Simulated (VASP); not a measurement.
Consider the following.

```
CELL_PARAMETERS angstrom
      1.27740    -2.21252     0.00000
      1.27740     2.21252     0.00000
      0.00000     0.00000     4.22502
ATOMIC_POSITIONS crystal
  B  0.66667 0.33333 0.50028
  B  0.33333 0.66667 0.00028
  N  0.66667 0.33333 0.87472
  N  0.33333 0.66667 0.37472
```

Level of theory: TPSS meta-GGA, VASP's PBE PAW potentials (set 64) (plane waves; VASP 6.6.1). Numerical set-up: 520 eV cut-off, 11×11×6 Γ-centred mesh, tetrahedra with Blöchl corrections, potentials B N.

Problem. Give the energies of bands 3 to 11 at the high-symmetry points, in eV from the valence-band maximum.

Solution. 
```json
[
 {"band": "3", "Γ": "-10.98", "M": "-9.58", "K": "-9.26", "A": "-5.77", "L": "-10.08", "H": "-8.89"},
 {"band": "4", "Γ": "-2.11", "M": "-7.85", "K": "-7.27", "A": "-5.77", "L": "-10.08", "H": "-8.89"},
 {"band": "5", "Γ": "-2.11", "M": "-6.93", "K": "-7.27", "A": "-1.17", "L": "-3.75", "H": "-7.74"},
 {"band": "6", "Γ": "-0.28", "M": "-4.97", "K": "-5.42", "A": "-1.17", "L": "-3.75", "H": "-7.74"},
 {"band": "7", "Γ": "0.00", "M": "-4.41", "K": "-5.42", "A": "-1.17", "L": "-3.57", "H": "-3.01"},
 {"band": "8", "Γ": "0.00", "M": "-2.09", "K": "-5.42", "A": "-1.17", "L": "-3.57", "H": "-3.01"},
 {"band": "9", "Γ": "8.72", "M": "6.77", "K": "5.22", "A": "9.66", "L": "6.64", "H": "9.51"},
 {"band": "10", "Γ": "8.72", "M": "8.02", "K": "13.81", "A": "9.66", "L": "6.64", "H": "9.51"},
 {"band": "11", "Γ": "8.89", "M": "10.93", "K": "13.81", "A": "10.28", "L": "10.23", "H": "10.24"}
]
```

The gap is indirect, 5.22 eV, from the valence maximum at Γ to the conduction minimum at K.

The compound is BN in the wurtzite structure, a metastable high-pressure form. It was relaxed first.
